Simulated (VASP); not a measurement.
# C2SH2 in VASP: reference runs

How does C2SH2 come out in PBE? The cell is run as given.

All numbers are computed with VASP 6.6.1; they aren't measurements. Logs are shortened: lines on timing, memory, paths and dates and some standing lists are left out, and cuts for length are marked.

**1. Starting point**

The cell holds a molecule in a box, 5 atoms: a = 14.000 Å, b = 11.000 Å, c = 10.000 Å, α = 90.00°, β = 90.00°, γ = 90.00°.

**2. Single point, PBE**

INCAR reads:

```
SYSTEM = H2C2S
  PREC = Accurate
  ENCUT = 520
  EDIFF = 1E-7
  ISMEAR = 0
  SIGMA = 0.01
  LREAL = .False.
  LASPH = .True.
  NELM = 60
  ALGO = Normal
  ISIF = 2
  LWAVE = .False.
  LCHARG = .False.
  GGA = PE
  NBANDS = 16
```

KPOINTS reads:

```
Automatic mesh
0
Gamma
  1 1 1
  0 0 0
```

POSCAR reads:

```
H2C2S
1.0
   14.0000000000      0.0000000000      0.0000000000
    0.0000000000     11.0000000000      0.0000000000
    0.0000000000      0.0000000000     10.0000000000
C S H
2 1 2
Direct
    0.4309035700      0.4394681800      0.5059700000
    0.5164392900      0.4502227300      0.5083900000
    0.6363107100      0.4525954500      0.5141200000
    0.3551892900      0.4311590900      0.5036000000
    0.6466678600      0.5726590900      0.4926800000
```

Potentials or basis: VASP PAW PBE potentials, release 64 (C, S, H).

Command:

```bash
$ cat potpaw_PBE.64/C/POTCAR potpaw_PBE.64/S/POTCAR potpaw_PBE.64/H/POTCAR > POTCAR
$ mpirun -np 1 vasp_gam > vasp.out
```

OUTCAR:

```text
SYSTEM = H2C2S
   PREC = Accurate
   ENCUT = 520
   EDIFF = 1E-7
   ISMEAR = 0
   LREAL = .False.
   LASPH = .True.
   NELM = 60
   ISIF = 2
   GGA = PE

 ion  position               nearest neighbor table
   1  0.431  0.439  0.506-   4 1.06   2 1.20
   2  0.516  0.450  0.508-   1 1.20   3 1.68
   3  0.636  0.453  0.514-   5 1.35   2 1.68
   4  0.355  0.431  0.504-   1 1.06
   5  0.647  0.573  0.493-   3 1.35

  LATTYP: Found a simple orthorhombic cell.
 ALAT       =    10.0000000000
 B/A-ratio  =     1.1000000000
 C/A-ratio  =     1.4000000000

  Lattice vectors:

 A1 = (   0.0000000000,   0.0000000000, -10.0000000000)
 A2 = (   0.0000000000,  11.0000000000,   0.0000000000)
 A3 = (  14.0000000000,   0.0000000000,   0.0000000000)

Analysis of symmetry for initial positions (statically):
=====================================================================
 Subroutine PRICEL returns:
 Original cell was already a primitive cell.

 Routine SETGRP: Setting up the symmetry group for a
 simple orthorhombic supercell.

 Subroutine GETGRP returns: Found  1 space group operations
 (whereof  1 operations were pure point group operations)
 out of a pool of  8 trial point group operations.

The static configuration has the point symmetry C_1 .

Analysis of symmetry for dynamics (positions and initial velocities):
=====================================================================
 Subroutine PRICEL returns:
 Original cell was already a primitive cell.

 Routine SETGRP: Setting up the symmetry group for a
 simple orthorhombic supercell.

 Subroutine GETGRP returns: Found  1 space group operations
 (whereof  1 operations were pure point group operations)
 out of a pool of  8 trial point group operations.

The dynamic configuration has the point symmetry C_1 .

 Subroutine INISYM returns: Found  1 space group operations
 (whereof  1 operations are pure point group operations),
 and found     1 'primitive' translations

----------------------------------------------------------------------------------------

                                     Primitive cell

  volume of cell :    1540.0000

  direct lattice vectors                    reciprocal lattice vectors
    14.000000000  0.000000000  0.000000000     0.071428571  0.000000000  0.000000000
     0.000000000 11.000000000  0.000000000     0.000000000  0.090909091  0.000000000
     0.000000000  0.000000000 10.000000000     0.000000000  0.000000000  0.100000000

  length of vectors
    14.000000000 11.000000000 10.000000000     0.071428571  0.090909091  0.100000000

  position of ions in fractional coordinates (direct lattice)
     0.430903570  0.439468180  0.505970000
     0.516439290  0.450222730  0.508390000
     0.636310710  0.452595450  0.514120000
     0.355189290  0.431159090  0.503600000
     0.646667860  0.572659090  0.492680000

  ion indices of the primitive-cell ions
   primitive index   ion index
                 1           1
                 2           2
                 3           3
                 4           4
                 5           5

----------------------------------------------------------------------------------------

 KPOINTS: Automatic mesh

Automatic generation of k-mesh.
 Grid dimensions read from file:
 generate k-points for:    1    1    1

 Generating k-lattice:

  Cartesian coordinates                     Fractional coordinates (reciprocal lattice)
     0.071428571  0.000000000  0.000000000     1.000000000  0.000000000  0.000000000
     0.000000000  0.090909091  0.000000000     0.000000000  1.000000000  0.000000000
     0.000000000  0.000000000  0.100000000     0.000000000  0.000000000  1.000000000

  Length of vectors
     0.071428571  0.090909091  0.100000000

  Shift w.r.t. Gamma in fractional coordinates (k-lattice)
     0.000000000  0.000000000  0.000000000

 Subroutine IBZKPT returns following result:
 ===========================================

 Found      1 irreducible k-points:

 Following reciprocal coordinates:
            Coordinates               Weight
  0.000000  0.000000  0.000000      1.000000
   k-points           NKPTS =      1   k-points in BZ     NKDIM =      1   number of bands    NBANDS=     16
   number of dos      NEDOS =    301   number of ions     NIONS =      5
   total plane-waves  NPLWV = 725760
   dimension x,y,z NGX =   108 NGY =   84 NGZ =   80
   dimension x,y,z NGXF=   216 NGYF=  168 NGZF=  160
   ions per type =               2   1   2
   NGX,Y,Z   is equivalent  to a cutoff of  12.82, 12.70, 13.30 a.u.
   NGXF,Y,Z  is equivalent  to a cutoff of  25.65, 25.39, 26.60 a.u.
 SYSTEM =  H2C2S
   PREC   = accura    normal or accurate (medium, high low for compatibility)
   ISTART =      0    job   : 0-new  1-cont  2-samecut
   ICHARG =      2    charge: 1-file 2-atom 10-const
   ISPIN  =      1    spin polarized calculation?
   LNONCOLLINEAR =      F non collinear calculations
   LSORBIT =      F    spin-orbit coupling
   LASPH  =      T    aspherical Exc in radial PAW
   ENCUT  =  520.0 eV  38.22 Ry    6.18 a.u.  26.03 20.45 18.59*2*pi/ulx,y,z
   NELM   =     60;   NELMIN=  2; NELMDL= -5     # of ELM steps
   EDIFF  = 0.1E-06   stopping-criterion for ELM
   LREAL  =      F    real-space projection
   EDIFFG = 0.1E-05   stopping-criterion for IOM
   NSW    =      0    number of steps for IOM
   IBRION =     -1    ionic relax: 0-MD 1-quasi-New 2-CG
   NFREE  =      0    steps in history (QN), initial steepest desc. (CG)
   ISIF   =      2    stress and relaxation
   ISYM   =      2    0-nonsym 1-usesym 2-fastsym
   POTIM  = 0.5000    time-step for ionic-motion
   TEBEG  =    0.0;   TEEND  =   0.0 temperature during run
   PSTRESS=    0.0 pullay stress
   NELECT =      16.0000    total number of electrons
   NUPDOWN=      -1.0000    fix difference up-down
   EMIN   =  10.00;   EMAX   =-10.00  energy-range for DOS
   EFERMI =   0.00;   METHOD = LEGACY
   ISMEAR =     0;   SIGMA  =   0.01  broadening in eV -4-tet -1-fermi 0-gaus
   EFERMI_NEDOS =   21; number of points for ismear=-14 and -15
   IALGO  =     38    algorithm
   IMIX   =      4    mixing-type and parameters
     AMIX     =   0.40;   BMIX     =  1.00
     AMIX_MAG =   1.60;   BMIX_MAG =  1.00
  volume/ion in A,a.u.               =     308.00      2078.49
  Fermi-wavevector in a.u.,A,eV,Ry     =   0.357225  0.675056  1.736231  0.127609
  Thomas-Fermi vector in A             =   1.274455
   LORBIT       =      0    0 simple, 1 ext, 2 COOP (PROOUT), +10 PAW based schemes
   GGA     = PE    functional components
   LHFCALC =     F    Hartree Fock is set to
   AEXX    =    0.0000 exact exchange contribution
   IVDW    =     0    specifies the selected vdW correction
   LEPSILON=     F    determine dielectric tensor
   LRPA    =     F    only Hartree local field effects (RPA)
 non-spin polarized calculation
 Gauss-broadening in eV      SIGMA  =   0.01
  energy-cutoff  :      520.00
  volume of cell :     1540.00
 maximum number of plane-waves:     20715
 NGX is ok and might be reduce to   108
   NGX = 53   NGY = 41   NGZ = 37

 number of electron      16.0000001 magnetization

 Free energy of the ion-electron system (eV)
  ---------------------------------------------------
  ext. energy  EPLUGINS =         0.00000000
  ---------------------------------------------------
  free energy    TOTEN  =       -26.87922194 eV

  energy without entropy =      -26.87922194  energy(sigma->0) =      -26.87922194

 E-fermi :  -5.5134     XC(G=0):  -0.7635

 val. band max:       -5.6257826243   @ k =   0.0000   0.0000   0.0000
 cond. band min:      -1.1726356545   @ k =   0.0000   0.0000   0.0000
 fundamental gap:      4.4531469698
 Fermi energy:        -5.5134337650

 k-point     1 :       0.0000    0.0000    0.0000
  band No.  band energies     occupation
      1     -20.1319      2.00000
      2     -17.7554      2.00000
      3     -13.1859      2.00000
      4     -11.7861      2.00000
      5      -9.7583      2.00000
      6      -8.2333      2.00000
      7      -6.8651      2.00000
      8      -5.6258      2.00000
      9      -1.1726      0.00000
     10      -0.4959      0.00000
     11       0.0144      0.00000
     12       0.0513      0.00000
     13       0.2523      0.00000
     14       0.7145      0.00000
     15       0.8560      0.00000
     16       1.0198      0.00000

------------------------ aborting loop because EDIFF is reached ----------------------------------------

  FORCE on cell =-STRESS in cart. coord.  units (eV):
  Direction    XX          YY          ZZ          XY          YZ          ZX
  --------------------------------------------------------------------------------------
  -------------------------------------------------------------------------------------
  Total        1.6230223      0.2379230     -0.0317784      0.2055329     -0.0405726      0.0272485
  in kB        1.6885516      0.2475291     -0.0330615      0.2138313     -0.0422107      0.0283486
  external PRESSURE =       0.6343397 kB  Pullay stress =       0.0000000 kB

 VOLUME and BASIS-vectors are now :
 -----------------------------------------------------------------------------
  energy-cutoff  :      520.00
  volume of cell :     1540.00
      direct lattice vectors                 reciprocal lattice vectors
    14.000000000  0.000000000  0.000000000     0.071428571  0.000000000  0.000000000
     0.000000000 11.000000000  0.000000000     0.000000000  0.090909091  0.000000000
     0.000000000  0.000000000 10.000000000     0.000000000  0.000000000  0.100000000

 POSITION                                       TOTAL-FORCE (eV/Angst)
 -----------------------------------------------------------------------------------
      6.03265      4.83415      5.05970        -0.983413     -0.106872     -0.018289
      7.23015      4.95245      5.08390         1.132909      0.121405      0.021481
      8.90835      4.97855      5.14120         0.004521     -0.197285      0.033406
      4.97265      4.74275      5.03600        -0.189200     -0.018685     -0.003974
      9.05335      6.29925      4.92680         0.035183      0.201437     -0.032625
 -----------------------------------------------------------------------------------
    total drift:                                0.000251     -0.000159      0.000101

  FREE ENERGIE OF THE ION-ELECTRON SYSTEM (eV)
  ---------------------------------------------------
  free  energy   TOTEN  =       -26.8792219385 eV

  energy  without entropy=      -26.8792219385  energy(sigma->0) =      -26.87922194
```

Run time: 2.2 min. Hardware: 1 thread of Intel Xeon 6975P-C (Granite Rapids), shared host; peak memory 1.2 GiB.

Results:

- Free energy: -26.8792 eV
- Largest force: 1.140 eV/Å
- Gap between the frontier levels: 4.45 eV

Forces in eV/Å, atoms in the order of the input:
```
C   -0.983 -0.107 -0.018
C    1.133  0.121  0.021
S    0.005 -0.197  0.033
H   -0.189 -0.019 -0.004
H    0.035  0.201 -0.033
```

Levels at points of the mesh, in eV from the valence-band top:
```tsv
k point	band 4	band 5	band 6	band 7	band 8	band 9	band 10	band 11	band 12	band 13
(0.00, 0.00, 0.00)	-6.16	-4.13	-2.61	-1.24	0.00	4.45	5.13	5.64	5.68	5.88
```

Caveat: the standard files for N, O and F lose accuracy on very short bonds.
